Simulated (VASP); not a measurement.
KRu under changes of volume

One of the cells (20.205 Å³/atom); the others are scaled copies at fixed shape and fractional positions:

```
K Ru
1.0
     2.84011    0.00000    0.00000
    -1.42005    2.45960    0.00000
     0.00000    0.00000    5.78486
K Ru
1 1
Cartesian
  0.0000 0.0000 2.8924
  1.4201 0.8199 0.0000
```

The cell was built by a generator and needn't be a form met in nature.

| Item | Value |
| --- | --- |
| Program | VASP 6.6.1 |
| Functional | PBE |
| Potentials or basis | VASP PAW PBE potentials, release 64 (K_sv, Ru_pv) |
| Cutoff | 520 eV |
| k mesh | 11 × 11 × 5 |
| Occupations | fermi-dirac, width 0.05 eV |
| Spin | no spin polarisation |

| volume (Å³/atom) | energy over the lowest point (meV/atom) | pressure (GPa) |
| --- | --- | --- |
| 18.620 | 19.36 | 5.5 |
| 19.017 | 8.15 | 3.6 |
| 19.413 | 1.52 | 1.8 |
| 20.205 | 0.00 | -1.1 |
| 20.601 | 4.25 | -2.3 |
| 20.998 | ? | ? |

**Question.** What does the run at 20.998 Å³/atom give?

**Answer.** Energy over the lowest point 11.34 meV/atom; pressure -3.4 GPa.

Worked out: A Birch-Murnaghan fit of order 3 (a polynomial in V^(-2/3)) to the other rows has its minimum at 19.89 Å³/atom with B0 = V·E''(V) = 72 GPa and B' = 4.8 at fixed shape and positions, which overstates the stiffness. It gives 11.38 meV/atom at 20.998 Å³/atom, against the run's 11.34, and -dE/dV = -3.4 GPa, against -3.4.

Energies are extrapolated to zero smearing.
